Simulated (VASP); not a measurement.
Method: r2SCAN meta-GGA, VASP's PBE PAW potentials (set 64) (plane waves; VASP).

VASP ran on this input.

### POSCAR
```
PbSe
1.0
  0.0000000000   3.0600000000   3.0600000000
  3.0600000000   0.0000000000   3.0600000000
  3.0600000000   3.0600000000   0.0000000000
Pb Se
1 1
Cartesian
  0.0000000000   0.0000000000   0.0000000000
  3.0600000000   3.0600000000   3.0600000000
```

**KPOINTS**
```
Automatic mesh
0
Gamma
7 7 7
0 0 0
```

**INCAR**
```
SYSTEM  =  PbSe
PREC  =  Accurate; ENCUT  =  400; LREAL  =  .False.
LASPH  =  .True.
EDIFF  =  1E-6; NELM  =  100; ALGO  =  Normal
LMAXMIX  =  4; LMIXTAU  =  .True.
ISMEAR  =  0; SIGMA  =  0.05
METAGGA  =  R2SCAN
IBRION  =  2; NSW  =  60; ISIF  =  3
EDIFFG  =  -0.01
LWAVE  =  .False.; LCHARG  =  .False.
```

POTCAR, in this order: Pb_d Se (PBE.64 set). Program: vasp_std.

Output of the run:

**OSZICAR**
```
       N       E                     dE             d eps       ncg     rms          rms(c)
DAV:   1     0.857158873316E+02    0.85716E+02   -0.87198E+03   560   0.125E+03
DAV:   2    -0.647454837143E+02   -0.15046E+03   -0.14765E+03   578   0.333E+02
DAV:   3    -0.764193769954E+02   -0.11674E+02   -0.11633E+02   746   0.103E+02
DAV:   4    -0.766561640809E+02   -0.23679E+00   -0.23671E+00   606   0.179E+01
DAV:   5    -0.766641874359E+02   -0.80234E-02   -0.80233E-02   752   0.301E+00    0.302E+00
DAV:   6    -0.717141550235E+02    0.49500E+01   -0.25336E+00   668   0.312E+01    0.226E+00
DAV:   7    -0.718255921776E+02   -0.11144E+00   -0.81020E-01   560   0.111E+01    0.125E+00
DAV:   8    -0.718199903074E+02    0.56019E-02   -0.78545E-01   560   0.629E+00    0.600E-01
DAV:   9    -0.719074667034E+02   -0.87476E-01   -0.10093E-01   560   0.255E+00    0.429E-01
DAV:  10    -0.719036442704E+02    0.38224E-02   -0.41922E-02   620   0.161E+00    0.968E-02
DAV:  11    -0.719251200209E+02   -0.21476E-01   -0.53480E-02   560   0.204E+00    0.977E-02
DAV:  12    -0.719279627974E+02   -0.28428E-02   -0.12207E-03   632   0.320E-01    0.653E-02
DAV:  13    -0.719285226066E+02   -0.55981E-03   -0.50378E-04   668   0.269E-01    0.326E-02
DAV:  14    -0.719305420499E+02   -0.20194E-02   -0.22963E-03   560   0.447E-01    0.163E-02
DAV:  15    -0.719305462718E+02   -0.42220E-05   -0.41126E-05   668   0.792E-02    0.947E-03
DAV:  16    -0.719305644678E+02   -0.18196E-04   -0.29624E-05   608   0.819E-02    0.824E-03
DAV:  17    -0.719305658111E+02   -0.13432E-05   -0.62819E-06   620   0.187E-02    0.183E-03
DAV:  18    -0.719305645687E+02    0.12424E-05   -0.15900E-06   452   0.121E-02    0.128E-03
DAV:  19    -0.719305651983E+02   -0.62960E-06   -0.92440E-08   298   0.398E-03
   1 F= -.71930565E+02 E0= -.71930565E+02  d E =-.719306E+02
       N       E                     dE             d eps       ncg     rms          rms(c)
DAV:   1    -0.721833935885E+02   -0.25283E+00   -0.88771E+00   686   0.576E+01    0.271E+00
DAV:   2    -0.719661431442E+02    0.21725E+00   -0.47646E-01   680   0.124E+01    0.103E+00
DAV:   3    -0.719321188576E+02    0.34024E-01   -0.15038E-01   702   0.717E+00    0.184E-01
DAV:   4    -0.719353557556E+02   -0.32369E-02   -0.10123E-02   560   0.109E+00    0.154E-01
DAV:   5    -0.719199480849E+02    0.15408E-01   -0.24203E-02   560   0.149E+00    0.769E-02
DAV:   6    -0.719358546772E+02   -0.15907E-01   -0.21877E-02   560   0.139E+00    0.238E-02
DAV:   7    -0.719362322231E+02   -0.37755E-03   -0.84386E-04   560   0.230E-01    0.797E-03
DAV:   8    -0.719362434738E+02   -0.11251E-04   -0.28785E-04   560   0.155E-01    0.960E-03
DAV:   9    -0.719363135523E+02   -0.70078E-04   -0.78956E-05   560   0.806E-02    0.184E-03
DAV:  10    -0.719363187693E+02   -0.52170E-05   -0.61853E-06   572   0.298E-02    0.847E-04
DAV:  11    -0.719363221370E+02   -0.33677E-05   -0.73658E-07   412   0.109E-02    0.482E-04
DAV:  12    -0.719363215528E+02    0.58427E-06   -0.77846E-08   280   0.342E-03
   2 F= -.71936322E+02 E0= -.71936322E+02  d E =-.575635E-02
       N       E                     dE             d eps       ncg     rms          rms(c)
DAV:   1    -0.719612088775E+02   -0.24887E-01   -0.80103E-01   686   0.163E+01    0.845E-01
DAV:   2    -0.719402347204E+02    0.20974E-01   -0.46078E-02   680   0.396E+00    0.313E-01
DAV:   3    -0.719372893111E+02    0.29454E-02   -0.13343E-02   694   0.216E+00    0.622E-02
DAV:   4    -0.719375310015E+02   -0.24169E-03   -0.84453E-04   560   0.323E-01    0.495E-02
DAV:   5    -0.719368287365E+02    0.70227E-03   -0.14274E-03   560   0.358E-01    0.204E-02
DAV:   6    -0.719376341625E+02   -0.80543E-03   -0.10077E-03   560   0.304E-01    0.684E-03
DAV:   7    -0.719376110338E+02    0.23129E-04   -0.51363E-05   560   0.596E-02    0.253E-03
DAV:   8    -0.719376323824E+02   -0.21349E-04   -0.51134E-05   560   0.678E-02    0.301E-03
DAV:   9    -0.719376342777E+02   -0.18953E-05   -0.49053E-06   560   0.208E-02    0.111E-03
DAV:  10    -0.719376369100E+02   -0.26323E-05   -0.17563E-06   560   0.135E-02    0.401E-04
DAV:  11    -0.719376365283E+02    0.38171E-06   -0.85354E-08   280   0.376E-03
   3 F= -.71937637E+02 E0= -.71937637E+02  d E =-.707133E-02
```

OUTCAR:
```
------------------------ aborting loop because EDIFF is reached ----------------------------------------
  FORCE on cell =-STRESS in cart. coord.  units (eV):
  Direction    XX          YY          ZZ          XY          YZ          ZX
  --------------------------------------------------------------------------------------
  Total        0.0017527      0.0017527      0.0017527      0.0000000      0.0000000     -0.0000000
  in kB        0.0477107      0.0477107      0.0477107      0.0000000      0.0000000     -0.0000000
  external PRESSURE =       0.0477107 kB  Pullay stress =       0.0000000 kB
  volume of cell :       58.86
      direct lattice vectors                 reciprocal lattice vectors
    -0.000000000  3.087389135  3.087389135    -0.161949135  0.161949135  0.161949135
     3.087389135 -0.000000000  3.087389135     0.161949135 -0.161949135  0.161949135
     3.087389135  3.087389135 -0.000000000     0.161949135  0.161949135 -0.161949135
  FREE ENERGIE OF THE ION-ELECTRON SYSTEM (eV)
  ---------------------------------------------------
  free  energy   TOTEN  =       -71.9376365283 eV

  energy  without entropy=      -71.9376365283  energy(sigma->0) =      -71.93763653

 reached required accuracy - stopping structural energy minimisation
```
(Selected blocks of OUTCAR.)

File CONTCAR:
```
PbSe
   1.00000000000000
    -0.0000000000000000    3.0873891346543245    3.0873891346543245
     3.0873891346543245   -0.0000000000000000    3.0873891346543245
     3.0873891346543245    3.0873891346543245   -0.0000000000000000
  Pb              Se
     1     1
Direct
     0.0000000000000000    0.0000000000000000    0.0000000000000000
     0.5000000000000000    0.5000000000000000    0.5000000000000000
```

Energy and stress use the plane-wave basis of the starting cell.

The compound is PbSe in the rock salt structure. This run relaxes it. Symmetry was kept, so distortions that lower it aren't found.
